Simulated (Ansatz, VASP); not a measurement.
Given: the input of a run of Ansatz 0.2.0 on TiSn.

input.yaml

```yaml
crystal:
  lattice:
    - [0.0, 2.7433798768, 2.7433798768]
    - [2.7433798768, 0.0, 2.7433798768]
    - [2.7433798768, 2.7433798768, 0.0]
  atoms:
    - { symbol: Ti, position: [0.0, 0.0, 0.0] }
    - { symbol: Sn, position: [0.5, 0.5, 0.5] }
hamiltonian:
  xc: pbe
  pseudopotentials: { kind: paw }
kpoints:
  mp_grid: { grid: [8, 8, 8] }
scf:
  occupations: { method: fermi_dirac, width: 0.05 }
output:
  forces: true
  stress: true
  eigenvalues: true
```

Potentials or basis: Ansatz PAW.

Command:

```sh
$ ansatz run input.yaml --threads 1 --pin off --max-ram 3584MiB --backend cpu --events-out ev --progress --plain --runs-dir out
```

Question: Set up the same calculation for VASP 6.6.1. Potentials there: VASP PAW PBE potentials, release 64 (Ti_sv, Sn_d).

Answer: As run (the cutoff follows the program's own potentials):

INCAR

```
SYSTEM = TiSn
PREC = Accurate
ENCUT = 520
EDIFF = 1E-6
ISMEAR = -1
SIGMA = 0.05
LREAL = .False.
LASPH = .True.
NELM = 80
ALGO = Normal
ISIF = 2
LWAVE = .False.
LCHARG = .True.
GGA = PE
LELF = .True.
LVHAR = .True.
NBANDS = 20
```

Contents of KPOINTS:

```
regular mesh
0
Gamma
  8 8 8
  0 0 0
```

The input POSCAR:

```
TiSn
1.0
    0.0000000000      2.7433798768      2.7433798768
    2.7433798768      0.0000000000      2.7433798768
    2.7433798768      2.7433798768      0.0000000000
Ti Sn
1 1
Direct
    0.0000000000      0.0000000000      0.0000000000
    0.5000000000      0.5000000000      0.5000000000
```

Potentials or basis: VASP PAW PBE potentials, release 64 (Ti_sv, Sn_d).

Run with:

```bash
$ cat potpaw_PBE.64/Ti_sv/POTCAR potpaw_PBE.64/Sn_d/POTCAR > POTCAR
$ mpirun -np 1 vasp_std > vasp.out
```

Both were run:

|  | VASP | Ansatz | Ansatz less VASP |
| --- | --- | --- | --- |
| gap on the k mesh at the Fermi level (eV) | none | none | - |
| pressure (GPa) | 6.0 | 5.9 | -0.06 |

A gap of «none» marks a metal or a gap that the smearing closes.
